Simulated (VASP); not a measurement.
Data:

```
Nb
1.0
   -1.57703     1.57703     1.57703
    1.57703    -1.57703     1.57703
    1.57703     1.57703    -1.57703
Nb
1
Direct
  0.00000   0.00000   0.00000
```

Computed with LDA (Ceperley-Alder, Perdew-Zunger), VASP's LDA PAW potentials (set 64) (plane waves; VASP 6.6.1). Settings: 500 eV cut-off, 16×16×16 Γ-centred mesh, first-order Methfessel-Paxton smearing of 0.10 eV, potentials Nb_sv.

Energy and stress use the plane-wave basis of the starting cell.

Task: The ions, cell shape and volume at an external pressure of 30.0 GPa are relaxed. Predict the relaxed structure.

Result: 
```
Nb
1.0
   -1.55818     1.55818     1.55818
    1.55818    -1.55818     1.55818
    1.55818     1.55818    -1.55818
Nb
1
Direct
  0.00000   0.00000   0.00000
```
Space group Im-3m (229), at a tolerance of 0.03 Å.

Task: How do energy and volume change from the first to the last step?

Result: The energy (σ→0) changes by +86.1 meV/atom and the volume by -3.5 %, in 4 ionic steps.

| step | E(σ→0) (eV) | max force (eV/Å) | pressure (GPa) | volume (Å³) |
|---|---|---|---|---|
| 1 | -11.1744 | 0.000 | 19.89 | 15.69 |
| 2 | -10.6191 | 0.000 | 67.17 | 13.55 |
| 3 | -11.0925 | 0.000 | 29.55 | 15.16 |
| 4 | -11.0883 | 0.000 | 29.98 | 15.13 |

The compound is Nb in the bcc structure. This run relaxes it under an external pressure of 30 GPa. Symmetry was kept, so distortions that lower it aren't found.
